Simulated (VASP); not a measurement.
```xyz
4
Lattice="0.0000 2.9467 2.9467 2.9467 0.0000 2.9467 2.9467 2.9467 0.0000" Properties=species:S:1:pos:R:3 pbc="T T T"
N      0.0000     0.0000     0.0000
Fe     2.9467     2.9467     2.9467
Fe     1.4733     1.4733     1.4733
Fe     4.4200     4.4200     4.4200
```
Starting moments (μB, in the order of the record's atoms N Fe Fe Fe): 0.0 4.0 4.0 4.0.

The base run (VASP): PBE GGA, plane waves, VASP's PBE PAW potentials (set 64). Numerical set-up: 520 eV cut-off, 6×6×6 Γ-centred mesh, Gaussian smearing of 0.050 eV, potentials N Fe.

One setting is varied; ΔE counts from the base run. The base run took about 30 core-seconds. Times come from single runs on busy shared machines, so they are rough: good to a factor of about 2.

```tsv
setting	cost over the base run	electronic steps	ΔE (meV/atom)
base run	reference	18	0.0
ALGO = VeryFast	within a factor of 2	25	0.0
ALGO = Fast	within a factor of 2	19	0.0
ALGO = All	about 3 times	33	0.0
ALGO = Conjugate	about 3 times	33	0.0
```

Left out are runs that failed, have no time on record or changed the cell.

The structure was generated: Fe3N was put into the D03 type (Fm-3m), which need not be its known phase. The cell was not relaxed at this level.
